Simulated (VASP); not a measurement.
Set up this calculation in VASP 6.6.1, as the native input.

* Task: single point
* Functional: PBEsol
* Potentials or basis: VASP PAW PBE potentials, release 64 (Sn_d)
* Cutoff: 520 eV
* k mesh: 16 × 16 × 16
* Occupations: gaussian, width 0.5 eV
* Spin: no spin polarisation
* Further INCAR settings: ALGO = Fast; EDIFF = 1e-07

The structure of Sn lies in POSCAR:

```
Sn
1.0
   -2.9193500000      2.9193500000      1.5757600000
    2.9193500000     -2.9193500000      1.5757600000
    2.9193500000      2.9193500000     -1.5757600000
Sn
2
Direct
    1.0000000000      1.0000000000      1.0000000000
    0.7500000000      0.2500000000      0.5000000000
```

These files were run (other wordings do the same):

INCAR

```
SYSTEM = Sn
ALGO = Fast ; EDIFF = 1E-7
ENCUT = 520 ; GGA = PS
ISIF = 2 ; ISMEAR = 0
LASPH = .True. ; LCHARG = .True.
LELF = .True. ; LREAL = .False.
LVHAR = .True. ; LWAVE = .False.
NELM = 100 ; PREC = Accurate
SIGMA = 0.5
```

KPOINTS

```
k-points
0
Gamma
  16 16 16
  0 0 0
```

Potentials or basis: VASP PAW PBE potentials, release 64 (Sn_d).

Launch:

```console
$ cat potpaw_PBE.64/Sn_d/POTCAR > POTCAR
$ mpirun -np 1 vasp_std > vasp.out
```

It gave:

```json
{
  "Pressure": "0.2 GPa",
  "Band gap on the k mesh": "none (metal or under the smearing width)"
}
```

Caveat: the PAW data sets were made with another functional, which shifts forces and pressure a little.

Wall time 7.5 min on 1 thread of Intel(R) Xeon(R) Platinum 8488C (Sapphire Rapids) (shared host), peak memory 0.41 GiB.
